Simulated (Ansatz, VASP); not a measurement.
# BaZrO3: VASP beside Ansatz, part 2 of 3

Aim: how closely do two programs agree when they are given the same cell, functional and k mesh? The cell is taken from a series of runs on this material, whose earlier steps may have relaxed, scaled, displaced or heated it; both programs get it as it stands.

VASP 6.6.1 and Ansatz 0.2.0.

So far: The starting structure; VASP: zone-centre phonons, PBE.

## Step 2: VASP: zone-centre phonons, PBE (continued)

Level of this step: PBE; plane waves and PAW (O, Zr_sv, Ba_sv) (VASP).

From OUTCAR (step 2):

```text
ion  position               nearest neighbor table
   1  0.000  0.500  0.500-   4 2.09   4 2.09   5 2.95   5 2.95   5 2.95   5 2.95
   2  0.500  0.000  0.500-   4 2.09   4 2.09   5 2.95   5 2.95   5 2.95   5 2.95
   3  0.500  0.500  0.000-   4 2.09   4 2.09   5 2.95   5 2.95   5 2.95   5 2.95
   4  0.500  0.500  0.500-   1 2.09   2 2.09   3 2.09   3 2.09   2 2.09   1 2.09   5 3.61   5 3.61
                             5 3.61   5 3.61   5 3.61   5 3.61   5 3.61   5 3.61
   5  0.000  0.000  0.000-   1 2.95   2 2.95   3 2.95   1 2.95   2 2.95   1 2.95   3 2.95   1 2.95
                             2 2.95   3 2.95   2 2.95   3 2.95   4 3.61   4 3.61   4 3.61   4 3.61

  LATTYP: Found a simple cubic cell.
 ALAT       =     4.1700742322

 Subroutine GETGRP returns: Found 48 space group operations
 (whereof 48 operations were pure point group operations)

The static configuration has the point symmetry O_h .

 Found     35 irreducible k-points:

   k-points           NKPTS =     35   k-points in BZ     NKDIM =     35   number of bands    NBANDS=     26

   dimension x,y,z NGX =    36 NGY =   36 NGZ =   36
   dimension x,y,z NGXF=    72 NGYF=   72 NGZF=   72

   ENCUT  =  600.0 eV  44.10 Ry    6.64 a.u.   8.33  8.33  8.33*2*pi/ulx,y,z

   NELECT =      40.0000    total number of electrons

 k-points in reciprocal lattice and weights: Automatic mesh
   0.00000000  0.00000000  0.00000000       0.002
   0.12500000  0.00000000  0.00000000       0.012
   0.25000000  0.00000000  0.00000000       0.012
   0.37500000  0.00000000  0.00000000       0.012
   0.50000000  0.00000000  0.00000000       0.006
   0.12500000  0.12500000  0.00000000       0.023
   0.25000000  0.12500000  0.00000000       0.047
   0.37500000  0.12500000  0.00000000       0.047
   0.50000000  0.12500000  0.00000000       0.023
[...]
0.50000000  0.50000000  0.37500000       0.012
   0.50000000  0.50000000  0.50000000       0.002

 average (electrostatic) potential at core
       1 -69.2190       2 -69.2190       3 -69.2190       4 -77.9050       5 -33.3950

  Total        3.4600777      3.4600777      3.4600777      0.0000000      0.0000000     -0.0000000
[...]
2     0.00000     6.12477     0.00000
    3     0.00000     0.00000     6.12477
 ion    5
    1     2.74585    -0.00000     0.00000
    2     0.00000     2.74585    -0.00000
    3     0.00000     0.00000     2.74585

 Eigenvectors and eigenvalues of the dynamical matrix
 ----------------------------------------------------

   1 f  =   15.817336 THz    99.383251 2PiTHz  527.609523 cm-1    65.415214 meV
             X         Y         Z           dx          dy          dz
      0.000000  2.085037  2.085037    -0.002003    0.000445   -0.245139
      2.085037  0.000000  2.085037     0.000531   -0.001679   -0.245139
      2.085037  2.085037  0.000000     0.000531    0.000445    0.924490
      2.085037  2.085037  2.085037     0.000341    0.000286   -0.157234
      0.000000  0.000000  0.000000     0.000043    0.000036   -0.020036

   2 f  =   15.817336 THz    99.383251 2PiTHz  527.609523 cm-1    65.415214 meV
             X         Y         Z           dx          dy          dz
      0.000000  2.085037  2.085037     0.769594   -0.135831   -0.000689
      2.085037  0.000000  2.085037    -0.204066    0.512257   -0.000689
      2.085037  2.085037  0.000000    -0.204066   -0.135831    0.002598
      2.085037  2.085037  2.085037    -0.130890   -0.087123   -0.000442
      0.000000  0.000000  0.000000    -0.016679   -0.011102   -0.000056

   3 f  =   15.817336 THz    99.383251 2PiTHz  527.609523 cm-1    65.415214 meV
             X         Y         Z           dx          dy          dz
      0.000000  2.085037  2.085037     0.512260    0.204067    0.000076
      2.085037  0.000000  2.085037    -0.135832   -0.769596    0.000076
      2.085037  2.085037  0.000000    -0.135832    0.204067   -0.000288
      2.085037  2.085037  2.085037    -0.087123    0.130890    0.000049
      0.000000  0.000000  0.000000    -0.011102    0.016679    0.000006

   4 f  =    5.847830 THz    36.742997 2PiTHz  195.062600 cm-1    24.184669 meV
             X         Y         Z           dx          dy          dz
      0.000000  2.085037  2.085037     0.096036   -0.294170    0.014562
      2.085037  0.000000  2.085037     0.349751   -0.080774    0.014562
      2.085037  2.085037  0.000000     0.349751   -0.294170    0.003998
      2.085037  2.085037  2.085037    -0.548224    0.461103   -0.022825
      0.000000  0.000000  0.000000     0.175099   -0.147273    0.007290

   5 f  =    5.847830 THz    36.742997 2PiTHz  195.062600 cm-1    24.184669 meV
             X         Y         Z           dx          dy          dz
      0.000000  2.085037  2.085037    -0.003299    0.008340    0.457012
      2.085037  0.000000  2.085037    -0.012013    0.002290    0.457012
      2.085037  2.085037  0.000000    -0.012013    0.008340    0.125488
      2.085037  2.085037  2.085037     0.018830   -0.013072   -0.716353
      0.000000  0.000000  0.000000    -0.006014    0.004175    0.228798

   6 f  =    5.847830 THz    36.742997 2PiTHz  195.062600 cm-1    24.184669 meV
             X         Y         Z           dx          dy          dz
      0.000000  2.085037  2.085037    -0.080806   -0.349954   -0.001349
      2.085037  0.000000  2.085037    -0.294285   -0.096092   -0.001349
      2.085037  2.085037  0.000000    -0.294285   -0.349954   -0.000371
      2.085037  2.085037  2.085037     0.461284    0.548543    0.002115
      0.000000  0.000000  0.000000    -0.147331   -0.175201   -0.000676

   7 f  =    5.618953 THz    35.304924 2PiTHz  187.428100 cm-1    23.238112 meV
             X         Y         Z           dx          dy          dz
      0.000000  2.085037  2.085037    -0.000000   -0.003025    0.012831
      2.085037  0.000000  2.085037     0.706984   -0.000000   -0.012831
      2.085037  2.085037  0.000000    -0.706984    0.003025   -0.000000
      2.085037  2.085037  2.085037     0.000000    0.000000   -0.000000
      0.000000  0.000000  0.000000    -0.000000   -0.000000   -0.000000

   8 f  =    5.618953 THz    35.304924 2PiTHz  187.428100 cm-1    23.238112 meV
             X         Y         Z           dx          dy          dz
      0.000000  2.085037  2.085037    -0.000000   -0.707093   -0.003335
      2.085037  0.000000  2.085037    -0.002965   -0.000000    0.003335
      2.085037  2.085037  0.000000     0.002965    0.707093    0.000000
      2.085037  2.085037  2.085037     0.000000    0.000000   -0.000000
      0.000000  0.000000  0.000000    -0.000000   -0.000000    0.000000

   9 f  =    5.618953 THz    35.304924 2PiTHz  187.428100 cm-1    23.238112 meV
             X         Y         Z           dx          dy          dz
      0.000000  2.085037  2.085037    -0.000000    0.003281   -0.706982
      2.085037  0.000000  2.085037     0.012845    0.000000    0.706982
      2.085037  2.085037  0.000000    -0.012845   -0.003281    0.000000
      2.085037  2.085037  2.085037     0.000000   -0.000000   -0.000000
      0.000000  0.000000  0.000000    -0.000000    0.000000    0.000000

  10 f  =    3.549185 THz    22.300189 2PiTHz  118.388078 cm-1    14.678244 meV
             X         Y         Z           dx          dy          dz
      0.000000  2.085037  2.085037    -0.159059    0.328862   -0.059398
      2.085037  0.000000  2.085037    -0.247120    0.211672   -0.059398
      2.085037  2.085037  0.000000    -0.247120    0.328862   -0.038231
      2.085037  2.085037  2.085037    -0.215575    0.286882   -0.051816
      0.000000  0.000000  0.000000     0.399506   -0.531653    0.096025

  11 f  =    3.549185 THz    22.300189 2PiTHz  118.388078 cm-1    14.678244 meV
             X         Y         Z           dx          dy          dz
      0.000000  2.085037  2.085037     0.022797   -0.047684   -0.411362
      2.085037  0.000000  2.085037     0.035418   -0.030692   -0.411362
      2.085037  2.085037  0.000000     0.035418   -0.047684   -0.264773
      2.085037  2.085037  2.085037     0.030897   -0.041597   -0.358851
      0.000000  0.000000  0.000000    -0.057258    0.077089    0.665026

  12 f  =    3.549185 THz    22.300189 2PiTHz  118.388078 cm-1    14.678244 meV
             X         Y         Z           dx          dy          dz
      0.000000  2.085037  2.085037    -0.213886   -0.249645    0.000328
      2.085037  0.000000  2.085037    -0.332301   -0.160684    0.000328
      2.085037  2.085037  0.000000    -0.332301   -0.249645    0.000211
      2.085037  2.085037  2.085037    -0.289882   -0.217778    0.000286
      0.000000  0.000000  0.000000     0.537213    0.403588   -0.000530

  13 f/i=    0.003551 THz     0.022314 2PiTHz    0.118459 cm-1     0.014687 meV
             X         Y         Z           dx          dy          dz
      0.000000  2.085037  2.085037    -0.197098   -0.138450    0.000046
      2.085037  0.000000  2.085037    -0.197275   -0.138325    0.000046
      2.085037  2.085037  0.000000    -0.197275   -0.138450    0.000046
      2.085037  2.085037  2.085037    -0.470306   -0.330066    0.000109
      0.000000  0.000000  0.000000    -0.576306   -0.404458    0.000133

  14 f/i=    0.003551 THz     0.022314 2PiTHz    0.118459 cm-1     0.014687 meV
             X         Y         Z           dx          dy          dz
      0.000000  2.085037  2.085037    -0.101901    0.145382    0.162934
      2.085037  0.000000  2.085037    -0.101993    0.145251    0.162934
      2.085037  2.085037  0.000000    -0.101993    0.145382    0.162787
      2.085037  2.085037  2.085037    -0.243152    0.346592    0.388437
      0.000000  0.000000  0.000000    -0.297955    0.424708    0.475984

  15 f/i=    0.003551 THz     0.022314 2PiTHz    0.118459 cm-1     0.014687 meV
             X         Y         Z           dx          dy          dz
      0.000000  2.085037  2.085037    -0.093542    0.133348   -0.177591
      2.085037  0.000000  2.085037    -0.093626    0.133228   -0.177591
      2.085037  2.085037  0.000000    -0.093626    0.133348   -0.177431
      2.085037  2.085037  2.085037    -0.223205    0.317903   -0.423378
      0.000000  0.000000  0.000000    -0.273513    0.389554   -0.518801

 MACROSCOPIC STATIC DIELECTRIC TENSOR IONIC CONTRIBUTION
 ------------------------------------------------------
          42.350615     0.000000     0.000000
           0.000000    42.350615    -0.000000
           0.000000    -0.000000    42.350615
 ------------------------------------------------------

 ELASTIC MODULI CONTR FROM IONIC RELAXATION (kBar)
 Direction    XX          YY          ZZ          XY          YZ          ZX
 --------------------------------------------------------------------------------
 XX           0.0000      0.0000      0.0000      0.0000      0.0000      0.0000
 YY           0.0000      0.0000      0.0000      0.0000      0.0000      0.0000
 ZZ           0.0000      0.0000      0.0000      0.0000      0.0000      0.0000
 XY           0.0000      0.0000      0.0000      0.0000      0.0000      0.0000
 YZ           0.0000      0.0000      0.0000      0.0000      0.0000      0.0000
 ZX           0.0000      0.0000      0.0000      0.0000      0.0000      0.0000
 --------------------------------------------------------------------------------

 PIEZOELECTRIC TENSOR IONIC CONTR  for field in x, y, z        (C/m^2)
          XX          YY          ZZ          XY          YZ          ZX
  --------------------------------------------------------------------------------
  x     0.00000     0.00000     0.00000     0.00000     0.00000     0.00000
  y     0.00000     0.00000     0.00000     0.00000     0.00000     0.00000
  z     0.00000     0.00000     0.00000     0.00000     0.00000     0.00000
```

Harder data sets than Ba_sv exist (the GW ones), and pressures, volumes and forces can shift noticeably with them.

(Part 2 of 3 ends here.)

[Lines on the potential files, build, host, timing and source positions are cut from VASP's logs without a mark.]

[Logs are printed without paths, hosts, clocks, repeated set-up lines and the standing remarks that a program may print on its own settings, such as how far it seeks lower states.]

[Hosts, paths, dates, database ids (printed as entryN), source tags and the programs' standing remarks are cut or masked in the printed files.]
